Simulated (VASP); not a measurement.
Output of a VASP run:

**OUTCAR**
```


 HEAD OF MICROSCOPIC STATIC DIELECTRIC TENSOR (INDEPENDENT PARTICLE, excluding Hartree and local field effects)
 ------------------------------------------------------
           9.750264     0.000000    -0.000000
           0.000000     9.750264     0.000000
           0.000000     0.000000     9.750264
 ------------------------------------------------------

 MACROSCOPIC STATIC DIELECTRIC TENSOR (including local field effects in DFT)
 ------------------------------------------------------
           9.294531     0.000000     0.000000
           0.000000     9.294531     0.000000
          -0.000000     0.000000     9.294531
 ------------------------------------------------------

 PIEZOELECTRIC TENSOR (including local field effects)  for field in x, y, z        (e  Angst)
          XX          YY          ZZ          XY          YZ          ZX
  --------------------------------------------------------------------------------
  x     0.00000    -0.00000    -0.00000    -0.00000     0.17355    -0.00000
  y     0.00000     0.00000     0.00000     0.00000    -0.00000     0.17355
  z     0.00000     0.00000     0.00000     0.17355     0.00000    -0.00000

 PIEZOELECTRIC TENSOR (including local field effects)  for field in x, y, z        (C/m^2)
          XX          YY          ZZ          XY          YZ          ZX
  --------------------------------------------------------------------------------
  x     0.00000    -0.00000    -0.00000    -0.00000     0.11886    -0.00000
  y     0.00000     0.00000     0.00000     0.00000    -0.00000     0.11886
  z     0.00000     0.00000     0.00000     0.11886     0.00000    -0.00000

 BORN EFFECTIVE CHARGES (including local field effects) (in |e|, cummulative output)
 ---------------------------------------------------------------------------------
 ion    1
    1    -0.51738     0.00000     0.00000
    2     0.00000    -0.51738    -0.00000
    3     0.00000     0.00000    -0.51738
 ion    2
    1     0.51738     0.00000    -0.00000
    2    -0.00000     0.51738     0.00000
    3    -0.00000    -0.00000     0.51738

   1 f  =   23.757867 THz   149.275080 2PiTHz  792.477136 cm-1    98.254598 meV

   2 f  =   23.757867 THz   149.275080 2PiTHz  792.477136 cm-1    98.254598 meV

   3 f  =   23.757867 THz   149.275080 2PiTHz  792.477136 cm-1    98.254598 meV

   4 f/i=    0.000974 THz     0.006121 2PiTHz    0.032493 cm-1     0.004029 meV

   5 f/i=    0.000974 THz     0.006121 2PiTHz    0.032493 cm-1     0.004029 meV

   6 f/i=    0.000974 THz     0.006121 2PiTHz    0.032493 cm-1     0.004029 meV

 MACROSCOPIC STATIC DIELECTRIC TENSOR IONIC CONTRIBUTION
 ------------------------------------------------------
           0.111867     0.000000    -0.000000
           0.000000     0.111867     0.000000
          -0.000000     0.000000     0.111867
 ------------------------------------------------------

 ELASTIC MODULI CONTR FROM IONIC RELAXATION (kBar)
 Direction    XX          YY          ZZ          XY          YZ          ZX
 --------------------------------------------------------------------------------
 XX          -0.0000     -0.0000     -0.0000      0.0000      0.0000     -0.0000
 YY          -0.0000     -0.0000     -0.0000      0.0000      0.0000     -0.0000
 ZZ          -0.0000     -0.0000     -0.0000      0.0000      0.0000     -0.0000
 XY           0.0000      0.0000      0.0000   -148.2283      0.0000     -0.0000
 YZ           0.0000      0.0000      0.0000      0.0000   -148.2283     -0.0000
 ZX          -0.0000     -0.0000     -0.0000     -0.0000     -0.0000   -148.2283
 --------------------------------------------------------------------------------
...
```
(Selected blocks of OUTCAR.)

POSCAR:
```
BP
1
    0.0000000000     2.2700000000     2.2700000000
    2.2700000000     0.0000000000     2.2700000000
    2.2700000000     2.2700000000     0.0000000000
B P
1 1
Direct
  0.0000000000   0.0000000000   0.0000000000
  0.2500000000   0.2500000000   0.2500000000
```

Question: Reconstruct the remaining input files.

Answer: One answer among several that fit: the input of the run itself, LDA (Ceperley-Alder, Perdew-Zunger), plane waves, VASP's LDA PAW potentials (set 64).

KPOINTS:
```
Automatic mesh
0
Gamma
10 10 10
0 0 0
```

### INCAR
```
# general
SYSTEM  =BP
PREC    =Accurate
ENCUT   =400   # plane-wave cut-off (eV)
LREAL   =.FALSE.   # projection in real space or not
LASPH   =.TRUE.   # aspherical one-centre terms

# electronic loop
EDIFF   =1E-8
NELM    =100   # most electronic steps
ALGO    =Normal   # blocked Davidson

# smearing
ISMEAR  =-1   # Fermi-Dirac
SIGMA   =0.01   # width (eV)

# ions
IBRION  =8   # DFPT with symmetry
NSW     =1   # most ionic steps
ISIF    =2   # forces and stress, cell fixed

# output
LWAVE   =.FALSE.
LCHARG  =.FALSE.

# other
LEPSILON=.TRUE.
```

POTCAR, in this order: B P (LDA.64 set). Program: vasp_std.

At this cut-off the stress carries a Pulay error, which pulls relaxed volumes low.

The structure is a typed BP crystal. The cell was not relaxed at this level. The run is one of a series of settings (EDIFF = 1E-8, IBRION = 8, LEPSILON = .TRUE., NSW = 1 against the base run), some of them coarse on purpose.
